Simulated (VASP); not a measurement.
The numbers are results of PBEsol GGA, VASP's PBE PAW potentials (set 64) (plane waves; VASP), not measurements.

VASP input:

### INCAR
```
LCHARG = .True.
ENCUT = 400   ! plane-wave cut-off (eV)
GGA = PS
ALGO = Normal   ! blocked Davidson
LORBIT = 11
ISIF = 2
LREAL = .False.   ! projection in real space or not
NEDOS = 601   ! DOS grid
NELM = 100
ISMEAR = -5   ! tetrahedra, Bloechl
LWAVE = .False.
LASPH = .True.
PREC = Accurate
EDIFF = 1E-7
SYSTEM = Au
LMAXMIX = 6
```

**KPOINTS**
```
K-points
0
Gamma
  17 17 17
0 0 0
```

### POSCAR
```
Au
1
   -2.6199630863     2.6199630863     1.3539801809
    2.6199630863    -2.6199630863     1.3539801809
    2.6199630863     2.6199630863    -1.3539801809
Au
2
Direct
  0.7500000000   0.2500000000   0.5000000000
  0.0000000000   0.0000000000   0.0000000000
```

POTCAR, in this order: Au (PBE.64 set). Program: vasp_std.

The run wrote:

File OUTCAR:
```
 ion  position               nearest neighbor table
   1  0.750  0.250  0.500-   2 2.71   2 2.71   2 2.71   2 2.71   2 3.31   2 3.31   2 3.31   2 3.31
  LATTYP: Found a body centered tetragonal cell.
 ALAT       =     5.2399261726
 C/A-ratio  =     0.5167936098
 Subroutine PRICEL returns:
 Original cell was already a primitive cell.
 Subroutine GETGRP returns: Found 16 space group operations
The static configuration has the point symmetry D_2d.
 The point group associated with its full space group is D_4h.
The dynamic configuration has the point symmetry D_2d.
 Subroutine INISYM returns: Found 16 space group operations
 Subroutine IBZKPT returns following result:
 Found    405 irreducible k-points:

 Following reciprocal coordinates:
            Coordinates               Weight
  0.000000  0.000000  0.000000      1.000000
  0.058824 -0.000000  0.000000      8.000000
  0.117647 -0.000000  0.000000      8.000000
  0.176471 -0.000000  0.000000      8.000000
  0.235294 -0.000000  0.000000      8.000000
  0.294118 -0.000000  0.000000      8.000000
  0.352941 -0.000000  0.000000      8.000000
  0.411765 -0.000000  0.000000      8.000000
...
```

### OSZICAR
```
       N       E                     dE             d eps       ncg     rms          rms(c)
DAV:   1     0.981456845421E+02    0.98146E+02   -0.10027E+04 13214   0.112E+03
DAV:   2    -0.694384485918E+01   -0.10509E+03   -0.10140E+03 13543   0.250E+02
DAV:   3    -0.816217976004E+01   -0.12183E+01   -0.12152E+01 14495   0.289E+01
DAV:   4    -0.816745708014E+01   -0.52773E-02   -0.52768E-02 14341   0.197E+00
DAV:   5    -0.816750919294E+01   -0.52113E-04   -0.52119E-04 15090   0.200E-01    0.119E+01
DAV:   6    -0.749703225419E+01    0.67048E+00   -0.18430E+00 12759   0.125E+01    0.762E+00
DAV:   7    -0.745895848006E+01    0.38074E-01   -0.10306E-01 14488   0.283E+00    0.382E+00
DAV:   8    -0.745269713083E+01    0.62613E-02   -0.44621E-03 12990   0.609E-01    0.338E-01
DAV:   9    -0.745267914025E+01    0.17991E-04   -0.34784E-05 15433   0.572E-02    0.180E-02
DAV:  10    -0.745268878853E+01   -0.96483E-05   -0.36336E-06 13942   0.183E-02    0.506E-03
DAV:  11    -0.745268870214E+01    0.86388E-07   -0.69847E-08 10429   0.204E-03
   1 F= -.74526887E+01 E0= -.74526887E+01  d E =0.000000E+00
```

OUTCAR:
```
------------------------ aborting loop because EDIFF is reached ----------------------------------------
  FORCE on cell =-STRESS in cart. coord.  units (eV):
  Direction    XX          YY          ZZ          XY          YZ          ZX
  --------------------------------------------------------------------------------------
  Total        0.0445381      0.0445381     -0.1383894      0.0000000      0.0000000      0.0000000
  in kB        1.9194626      1.9194626     -5.9641805      0.0000000      0.0000000      0.0000000
  external PRESSURE =      -0.7084184 kB  Pullay stress =       0.0000000 kB
  volume of cell :       37.18
      direct lattice vectors                 reciprocal lattice vectors
    -2.619963086  2.619963086  1.353980181     0.000000000  0.190842383  0.369281624
     2.619963086 -2.619963086  1.353980181     0.190842383  0.000000000  0.369281624
     2.619963086  2.619963086 -1.353980181     0.190842383  0.190842383  0.000000000
 POSITION                                       TOTAL-FORCE (eV/Angst)
 -----------------------------------------------------------------------------------
      0.00000      2.61996      0.67699         0.000000     -0.000000     -0.000000
      0.00000      0.00000      0.00000        -0.000000      0.000000      0.000000
 -----------------------------------------------------------------------------------
    total drift:                               -0.000000      0.000000      0.000000
  FREE ENERGIE OF THE ION-ELECTRON SYSTEM (eV)
  ---------------------------------------------------
  free  energy   TOTEN  =        -7.4526887021 eV

  energy  without entropy=       -7.4526887021  energy(sigma->0) =       -7.45268870

 total charge

# of ion       s       p       d       tot
------------------------------------------
    1        0.589   0.332   8.741   9.663
    2        0.589   0.332   8.741   9.663
--------------------------------------------------
tot          1.178   0.665  17.482  19.325
```
(Selected blocks of OUTCAR.)

For a metal the tetrahedron method with Blöchl corrections gives inexact stress and forces.

The structure was generated: Au was put into the beta-Sn type (I4_1/amd), which need not be its known phase. It was relaxed first.
